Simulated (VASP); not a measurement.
Level of theory: PBEsol GGA, VASP's PBE PAW potentials (set 64) (plane waves; VASP).

VASP ran on this input.

**INCAR**
```
SYSTEM  =  Rh
PREC  =  Accurate; ENCUT  =  400; LREAL  =  .False.
LASPH  =  .True.
EDIFF  =  1E-7; NELM  =  100; ALGO  =  Normal
LMAXMIX  =  4
ISMEAR  =  -5
GGA  =  PS
ISIF  =  2
LWAVE  =  .False.; LCHARG  =  .True.; LORBIT  =  11
NEDOS  =  601
```

### POSCAR
```
Rh
1.8873670
  0.0000000000   0.9999999262   0.9999999262
  0.9999999262   0.0000000000   0.9999999262
  0.9999999262   0.9999999262   0.0000000000
Rh
1
direct
  1.0000000000   1.0000000000   1.0000000000
```

**KPOINTS**
```
Automatic mesh
0
Gamma
19 19 19
0 0 0
```

POTCAR, in this order: Rh_pv (PBE.64 set). Program: vasp_std.

The resulting files:

**OSZICAR**
```
       N       E                     dE             d eps       ncg     rms          rms(c)
DAV:   1     0.945633785460E+02    0.94563E+02   -0.82218E+03  4929   0.121E+03
DAV:   2    -0.750114567157E+01   -0.10206E+03   -0.97836E+02  4984   0.346E+02
DAV:   3    -0.875919272419E+01   -0.12580E+01   -0.12515E+01  5575   0.435E+01
DAV:   4    -0.876643467194E+01   -0.72419E-02   -0.72589E-02  5304   0.341E+00
DAV:   5    -0.876653926649E+01   -0.10459E-03   -0.10500E-03  5510   0.385E-01    0.116E+01
DAV:   6    -0.816587930814E+01    0.60066E+00   -0.13908E+00  5047   0.175E+01    0.370E+00
DAV:   7    -0.814246132954E+01    0.23418E-01   -0.28688E-02  5590   0.217E+00    0.170E+00
DAV:   8    -0.813745052597E+01    0.50108E-02   -0.47193E-03  5050   0.112E+00    0.219E-01
DAV:   9    -0.813726702169E+01    0.18350E-03   -0.16077E-04  5608   0.207E-01    0.337E-02
DAV:  10    -0.813727521888E+01   -0.81972E-05   -0.29847E-06  5293   0.233E-02    0.374E-03
DAV:  11    -0.813727445385E+01    0.76504E-06   -0.29056E-07  5530   0.789E-03    0.606E-04
DAV:  12    -0.813727431181E+01    0.14204E-06   -0.83273E-09  2747   0.156E-03    0.399E-05
DAV:  13    -0.813727429659E+01    0.15221E-07   -0.42050E-10  2612   0.277E-04
   1 F= -.81372743E+01 E0= -.81372743E+01  d E =0.000000E+00
```

**OUTCAR**
```
------------------------ aborting loop because EDIFF is reached ----------------------------------------
  FORCE on cell =-STRESS in cart. coord.  units (eV):
  Direction    XX          YY          ZZ          XY          YZ          ZX
  --------------------------------------------------------------------------------------
  Total       -0.0091186     -0.0091186     -0.0091186      0.0000000      0.0000000     -0.0000000
  in kB       -1.0865206     -1.0865206     -1.0865206      0.0000000      0.0000000     -0.0000000
  external PRESSURE =      -1.0865206 kB  Pullay stress =       0.0000000 kB
  volume of cell :       13.45
      direct lattice vectors                 reciprocal lattice vectors
     0.000000000  1.887366861  1.887366861    -0.264919349  0.264919349  0.264919349
     1.887366861  0.000000000  1.887366861     0.264919349 -0.264919349  0.264919349
     1.887366861  1.887366861  0.000000000     0.264919349  0.264919349 -0.264919349
 POSITION                                       TOTAL-FORCE (eV/Angst)
 -----------------------------------------------------------------------------------
      0.00000      0.00000      0.00000        -0.000000      0.000000     -0.000000
 -----------------------------------------------------------------------------------
    total drift:                                0.000000     -0.000000      0.000000
  FREE ENERGIE OF THE ION-ELECTRON SYSTEM (eV)
  ---------------------------------------------------
  free  energy   TOTEN  =        -8.1372742966 eV

  energy  without entropy=       -8.1372742966  energy(sigma->0) =       -8.13727430

 total charge

# of ion       s       p       d       tot
------------------------------------------
    1        0.418   6.321   7.077  13.816
```
(Selected blocks of OUTCAR.)

For a metal the tetrahedron method with Blöchl corrections gives inexact stress and forces.

The compound is Rh in the fcc structure. It was relaxed first.
